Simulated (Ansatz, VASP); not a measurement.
One calculation of HoMoN2, two programs

```
Ho Mo N
1.0
     3.97763    0.00000    0.00000
     0.00000    3.97763    0.00000
     0.00000    0.00000    3.24233
Ho Mo N
1 1 2
Cartesian
  1.9888 1.9888 0.0000
  0.0000 0.0000 1.6212
  1.9888 0.0000 1.6212
  0.0000 1.9888 1.6212
```

Alike in both runs: functional PBE; k mesh 3 × 3 × 4; occupations gaussian, width 0.15 eV; collinear spin.

Ansatz relaxed the structure, and its values are those at the end. VASP's run is a single point on that final structure, the one shown.

|  | VASP | Ansatz |
| --- | --- | --- |
| version | VASP 6.6.1 | Ansatz 0.2.0 |
| potentials or method | VASP PAW PBE potentials, release 64 (Ho, Mo_sv, N) | scalar-relativistic, plane waves, PAW |
| plane-wave cutoff (eV) | 520 | 690 |
| valence electrons in the cell | 45 | 35 |

```csv
,VASP,Ansatz,Ansatz less VASP
gap on the k mesh at the Fermi level (eV),none,none,-
pressure (GPa),2.2,-0.1,-2.32
net moment per atom (μB),0.05,0.00,-0.054
size of the moment on the site where the two differ most (μB),0.07,0.00,-0.075
```

Site moments also hang on the region over which each program counts them. A gap of «none» marks a metal or a gap that the smearing closes. The two sets of potentials don't hold the same shells in valence. Ansatz warned: «seeded_moment_not_kept».

Caveats: the k mesh is coarse (spacing up to 0.53 Å⁻¹), so the values aren't converged; the magnetic or orbital state may not be the lowest; spin-orbit coupling is left out, which moves the levels of the heavy elements; without U or exact exchange the open f shell lies at the Fermi level, which spoils levels, moments and volumes. The state reached can hang on the start; a lower one may exist.
